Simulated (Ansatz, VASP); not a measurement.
# Cross-check of Ti2NO2 between VASP and Ansatz, part 2 of 2

One calculation is typed for both programs; each brings its own data sets. How far apart do they land? The cell is taken from a series of runs on this material, whose earlier steps may have relaxed, scaled, displaced or heated it; both programs get it as it stands.

VASP 6.6.1 and Ansatz 0.2.0.

So far. Step 4 (Side by side): The forces differ by 22 meV/Å r.m.s., which is 31.8 % of the r.m.s. force of 0.069 eV/Å (both taken over all components). With vacuum in the cell, a pressure given here is an average over mostly empty space and none of the material.

## Step 5: VASP: single point, PBEsol, pair 2

Level of this step: PBEsol, no spin polarisation; plane waves and PAW (N, Ti_sv, O) (VASP).

With cell and atoms fixed, the geometry can't cause a difference; cores, projectors, grids and the points listed under the comparison can.

Contents of INCAR:

```
SYSTEM = Ti2NO2
PREC = Accurate
ENCUT = 520
EDIFF = 1E-06
NELM = 120
ISMEAR = 1
SIGMA = 0.2
LREAL = .FALSE.
ALGO = Normal
GGA = PS
NBANDS = 26
LASPH = .TRUE.
LORBIT = 11
LWAVE = .FALSE.
LCHARG = .FALSE.
ISIF = 2
LDIPOL = .TRUE.
IDIPOL = 3
DIPOL = 0.5 0.5 0.307
LVHAR = .TRUE.
GGA_COMPAT = .FALSE.
NELMDL = -8
KPAR = 2
```

Contents of POSCAR:

```
Ti2NO2
1.0
    2.9638609372      0.0000000000      0.0000000000
   -1.4819304686      2.5667788649      0.0000000000
    0.0000000000      0.0000000000     32.6000000000
N Ti O
1 2 2
Direct
    0.0000000000      0.0000000000      0.3067484663
    0.3878764036      0.6939382018      0.3451693486
    0.6121235964      0.3060617982      0.2683275840
    0.6418766485      0.3209383242      0.3741201157
    0.3581233515      0.6790616758      0.2393768169
```

Contents of KPOINTS:

```
Automatic mesh
0
Gamma
18 18 1
0 0 0
```

PAW data sets: N, Ti_sv and O (PBE family, release 64).

Run with:

```sh
$ mpirun -np 2 vasp_std
```

Numbers of over 12 decimals in the logs are rounded to 6 here.

Log:

```text
[banner, memory and clock lines left out]
running    2 mpi-ranks, on    1 nodes
[...]
[... a notice as in an earlier step ...]

 LDA part: xc-table for (Slater+PW92), standard interpolation
 POSCAR, INCAR and KPOINTS ok, starting setup
[...]
entering main loop
       N       E                     dE             d eps       ncg     rms          rms(c)
DAV:   1     0.485546758138E+03    0.48555E+03   -0.20622E+04  5692   0.136E+03
DAV:   2     0.205465849589E+02   -0.46500E+03   -0.45733E+03  6064   0.409E+02
DAV:   3    -0.535368179212E+02   -0.74083E+02   -0.73515E+02  6766   0.165E+02
DAV:   4    -0.598078561616E+02   -0.62710E+01   -0.62624E+01  7824   0.449E+01
[...]
DAV:  26    -0.481798833969E+02   -0.32360E-05   -0.16491E-07  2758   0.195E-03    0.221E-04
DAV:  27    -0.481798846600E+02   -0.12631E-05   -0.42677E-08  2464   0.120E-03    0.186E-04
DAV:  28    -0.481798854321E+02   -0.77208E-06   -0.36017E-08  2592   0.719E-04
   1 F= -.48179885E+02 E0= -.48180163E+02  d E =0.832646E-03
```

From OUTCAR (step 5):

```text
  Total        1.1215738      2.1026019      0.7826034     -0.8495953      0.1487096      0.2575717
  in kB        7.2456035     13.5832521      5.0557828     -5.4885647      0.9606956      1.6639677
  external PRESSURE =       8.6282128 kB  Pullay stress =       0.0000000 kB

 POSITION                                       TOTAL-FORCE (eV/Angst)
 -----------------------------------------------------------------------------------
      0.00000      0.00000     10.00000         0.000000      0.000000      0.000000
      0.12124      1.78119     11.25252        -0.680086     -0.392648      0.161057
      1.36069      0.78559      8.74748         0.680086      0.392648     -0.161057
      1.42682      0.82378     12.19632         0.446615      0.257854      0.102702
      0.05511      1.74300      7.80368        -0.446615     -0.257854     -0.102702
 -----------------------------------------------------------------------------------
    total drift:                                0.000002      0.000002      0.000151

  FREE ENERGIE OF THE ION-ELECTRON SYSTEM (eV)
  ---------------------------------------------------
  free  energy   TOTEN  =       -48.1798854321 eV

  energy  without entropy=      -48.1807180780  energy(sigma->0) =      -48.18016298

[... 2 parts as in an earlier step ...]

[... 1 further part left out ...]
[key lines of the parts left out:]
E-fermi :  -2.8062
```

The run ends at a pressure of 0.86 GPa, with forces up to 0.80 eV/Å.

## Step 6: Ansatz: single point, PBEsol, pair 2

The same cell, functional, mesh and smearing now go to Ansatz, which takes its cutoff from its data sets.

The cell is taken from a series of runs on this material, whose earlier steps may have relaxed, scaled, displaced or heated it; both programs get it as it stands.

Contents of input.yaml:

```yaml
crystal:
  lattice:
    - [2.9638609372, 0.0, 0.0]
    - [-1.4819304686, 2.5667788649, 0.0]
    - [0.0, 0.0, 32.6]
  atoms:
    - { symbol: "N", position: [0.0, 0.0, 0.3067484663] }
    - { symbol: Ti, position: [0.3878764036, 0.6939382018, 0.3451693486] }
    - { symbol: Ti, position: [0.6121235964, 0.3060617982, 0.2683275839] }
    - { symbol: O, position: [0.6418766485, 0.3209383243, 0.3741201157] }
    - { symbol: O, position: [0.3581233515, 0.6790616757, 0.2393768169] }
  periodic: [true, true, false]
kpoints:
  mp_grid: { grid: [18, 18, 1] }
hamiltonian:
  xc: pbesol
  pseudopotentials: { kind: paw, azcp: { folder: soft_1 }, xc_functional: pbe }
scf:
  occupations: { method: methfessel_paxton, width: 0.2 }
output:
  forces: true
  stress: true
  eigenvalues: true
  write_density: true
  write_potential: true
  elf: true
  volumetric_format: npy
```

Run with:

```sh
$ ansatz run input.yaml --threads 4 --pin off --max-ram 16384MiB --backend cpu --events-out ev --progress --plain --runs-dir out
```

Log:

```text
[...]
Crystal: 5 atoms, lattice volume = 248.007 Å³
Basis set: ecut = 420 eV, 4729 PW (Γ), exchange–correlation on 40×40×450 points (8 copies of the dense FFT grid, shifted against one another)
Bands: 26, of which v1, the nominal top of the filled ones, is band 21 counted from 1 (20 counted from 0)
Symmetry: 4 space group operations
[...]
k-points: 91 of 324
[...]
k-point 0: bands = [... 17 lower, -8.5965, -8.3831, -8.1239, -5.7658, -5.2047, -4.8650, -4.3222, -4.1217, ... 1 higher]
  k-point 1: bands = [... 17 lower, -8.6281, -8.3919, -8.3175, -5.7146, -5.2807, -4.7405, -4.2233, -4.1615, ... 1 higher]
  k-point 2: bands = [... 17 lower, -8.9640, -8.7303, -8.2721, -5.7191, -5.3017, -4.4536, -4.2580, -3.9978, ... 1 higher]
  k-point 90: bands = [... 17 lower, -10.4658, -9.2886, -9.0126, -5.3789, -4.2163, -3.7420, -3.6086, -3.4554, ... 1 higher]
[key lines of the parts left out:]
SCF converged after 11 iterations
Free energy (F): -6455.398930 eV
Fermi energy:    -5.614565 eV
P = ½ c Tr σ = 2.8839 N/m
```

## Step 7: Comparison

Forces (eV/Å; atoms numbered as in POSCAR):

```csv
atom,"Ansatz x, y, z","VASP x, y, z"
N1,"0.000, 0.000, 0.000","0.000, 0.000, 0.000"
Ti2,"-0.655, -0.378, 0.191","-0.680, -0.393, 0.161"
Ti3,"0.655, 0.378, -0.191","0.680, 0.393, -0.161"
O4,"0.426, 0.246, 0.044","0.447, 0.258, 0.103"
O5,"-0.426, -0.246, -0.044","-0.447, -0.258, -0.103"
```

The forces differ by 28 meV/Å r.m.s., which is 7.9 % of the r.m.s. force of 0.350 eV/Å (both taken over all components). With vacuum in the cell, a pressure given here is an average over mostly empty space and none of the material.

## Step 8: VASP: single point, PBEsol, pair 3

With cell and atoms fixed, the geometry can't cause a difference; cores, projectors, grids and the points listed under the comparison can.

INCAR is that of step 5.

Contents of POSCAR:

```
Ti2NO2
1.0
    2.9638609372      0.0000000000      0.0000000000
   -1.4819304686      2.5667788649      0.0000000000
    0.0000000000      0.0000000000     32.6000000000
N Ti O
1 2 2
Direct
    0.0000000000      0.0000000000      0.3067484663
    0.3153487716      0.6356295455      0.3451693486
    0.6846512284      0.3643704545      0.2683275840
    0.6748407135      0.3474398146      0.3741201157
    0.3251592865      0.6525601854      0.2393768169
```

KPOINTS is that of step 5.

Run with:

```sh
$ mpirun -np 2 vasp_std
```

Log:

```text
[... set-up lines as in an earlier step ...]
 entering main loop
       N       E                     dE             d eps       ncg     rms          rms(c)
DAV:   1     0.485677561316E+03    0.48568E+03   -0.20680E+04 10216   0.136E+03
DAV:   2     0.200530393448E+02   -0.46562E+03   -0.45780E+03 10958   0.410E+02
DAV:   3    -0.538509731584E+02   -0.73904E+02   -0.73360E+02 12148   0.165E+02
DAV:   4    -0.600951455101E+02   -0.62442E+01   -0.62355E+01 14218   0.450E+01
[...]
DAV:  26    -0.482436734388E+02   -0.13288E-05   -0.49345E-08  4270   0.126E-03    0.144E-04
DAV:  27    -0.482436754129E+02   -0.19741E-05   -0.71091E-08  4402   0.120E-03    0.236E-04
DAV:  28    -0.482436759475E+02   -0.53460E-06   -0.27508E-08  4264   0.119E-03
   1 F= -.48243676E+02 E0= -.48243437E+02  d E =-.716335E-03
```

From OUTCAR (step 8):

```text
  Total        1.2055525      0.3289237      0.1229347      0.1473911     -0.1204658     -0.1368641
  in kB        7.7881234      2.1249167      0.7941839      0.9521773     -0.7782347     -0.8841712
  external PRESSURE =       3.5690747 kB  Pullay stress =       0.0000000 kB

 POSITION                                       TOTAL-FORCE (eV/Angst)
 -----------------------------------------------------------------------------------
      0.00000      0.00000     10.00000        -0.000000      0.000000      0.000000
     -0.00731      1.63152     11.25252         0.039357      0.109322      0.121132
      1.48924      0.93526      8.74748        -0.039357     -0.109322     -0.121132
      1.48525      0.89180     12.19632        -0.053654     -0.089976     -0.025039
     -0.00332      1.67498      7.80368         0.053654      0.089976      0.025039
 -----------------------------------------------------------------------------------
    total drift:                                0.000000     -0.000005      0.000144

  FREE ENERGIE OF THE ION-ELECTRON SYSTEM (eV)
  ---------------------------------------------------
  free  energy   TOTEN  =       -48.2436759475 eV

  energy  without entropy=      -48.2429596130  energy(sigma->0) =      -48.24343717

[... 1 part as in an earlier step ...]

[... 2 further parts left out ...]
[key lines of the parts left out:]
E-fermi :  -2.8778
```

The run ends at a pressure of 0.36 GPa, with forces up to 0.17 eV/Å.

## Step 9: Ansatz: single point, PBEsol, pair 3

The same cell, functional, mesh and smearing now go to Ansatz, which takes its cutoff from its data sets.

The cell is taken from a series of runs on this material, whose earlier steps may have relaxed, scaled, displaced or heated it; both programs get it as it stands.

input.yaml, the sections that differ from step 6:

```yaml
crystal:
  lattice:
    - [2.9638609372, 0.0, 0.0]
    - [-1.4819304686, 2.5667788649, 0.0]
    - [0.0, 0.0, 32.6]
  atoms:
    - { symbol: "N", position: [0.0, 0.0, 0.3067484663] }
    - { symbol: Ti, position: [0.3153487716, 0.6356295455, 0.3451693486] }
    - { symbol: Ti, position: [0.6846512284, 0.3643704545, 0.2683275839] }
    - { symbol: O, position: [0.6748407135, 0.3474398146, 0.3741201157] }
    - { symbol: O, position: [0.3251592865, 0.6525601854, 0.2393768169] }
  periodic: [true, true, false]
output:
  forces: true
  stress: true
  eigenvalues: true
# kpoints, hamiltonian, scf: as in step 6
```

Run with:

```sh
$ ansatz run input.yaml --threads 4 --pin off --max-ram 16384MiB --backend cpu --events-out ev --progress --plain --runs-dir out
```

Log:

```text
[...]
Crystal: 5 atoms, lattice volume = 248.007 Å³
Basis set: ecut = 420 eV, 4729 PW (Γ), exchange–correlation on 40×40×450 points (8 copies of the dense FFT grid, shifted against one another)
Bands: 26, of which v1, the nominal top of the filled ones, is band 21 counted from 1 (20 counted from 0)
Symmetry: 2 space group operations
[...]
k-points: 164 of 324
[...]
k-point 0: bands = [... 17 lower, -8.5870, -8.2158, -8.0298, -5.8069, -5.4797, -4.9079, -4.6214, -4.4809, ... 1 higher]
  k-point 1: bands = [... 17 lower, -8.5051, -8.4267, -8.1377, -5.7071, -5.3797, -4.9854, -4.5819, -4.4202, ... 1 higher]
  k-point 2: bands = [... 17 lower, -9.0013, -8.3987, -8.3186, -5.4832, -5.2571, -5.0334, -4.4554, -4.3002, ... 1 higher]
  k-point 163: bands = [... 17 lower, -10.0892, -9.2691, -9.0748, -6.2833, -4.6008, -4.0004, -3.9127, -3.6341, ... 1 higher]
[key lines of the parts left out:]
SCF converged after 10 iterations
Free energy (F): -6455.458958 eV
Fermi energy:    -5.700366 eV
P = ½ c Tr σ = 1.1081 N/m
```

## Step 10: Side by side

Forces (eV/Å; atoms numbered as in POSCAR):

```csv
atom,"Ansatz x, y, z","VASP x, y, z"
N1,"0.000, 0.000, 0.000","0.000, 0.000, 0.000"
Ti2,"0.037, 0.093, 0.143","0.039, 0.109, 0.121"
Ti3,"-0.037, -0.093, -0.143","-0.039, -0.109, -0.121"
O4,"-0.051, -0.076, -0.077","-0.054, -0.090, -0.025"
O5,"0.051, 0.076, 0.077","0.054, 0.090, 0.025"
```

The forces differ by 22 meV/Å r.m.s., which is 30.2 % of the r.m.s. force of 0.073 eV/Å (both taken over all components). With vacuum in the cell, a pressure given here is an average over mostly empty space and none of the material.

## Step 11: Summary of results

```yaml
r_m_s_force_difference_single_point_pbesol_pair_1: 22 meV/Å
r_m_s_force_difference_single_point_pbesol_pair_2: 7.9 % of the r.m.s. force
r_m_s_force_difference_single_point_pbesol_pair_3: 22 meV/Å
```

**Reading.** The r.m.s. force difference is 7.9 % of the r.m.s. force (single point, PBEsol, pair 2), beyond the 3 % picked in this series as the mark of a large difference. What causes the difference of the single point, PBEsol, pair 1 pair stays open here. What causes the difference of the single point, PBEsol, pair 2 pair stays open here. What causes the difference of the single point, PBEsol, pair 3 pair stays open here. 4 further runs of this series are not shown here. How closely two codes agree says nothing of how well the functional describes the real material.

[Lines on the potential files, build, host, timing and source positions are cut from VASP's logs without a mark.]

[Logs are printed without paths, hosts, clocks, repeated set-up lines and the standing remarks that a program may print on its own settings, such as how far it seeks lower states.]

[Hosts, paths, dates, database ids (printed as entryN), source tags and the programs' standing remarks are cut or masked in the printed files.]
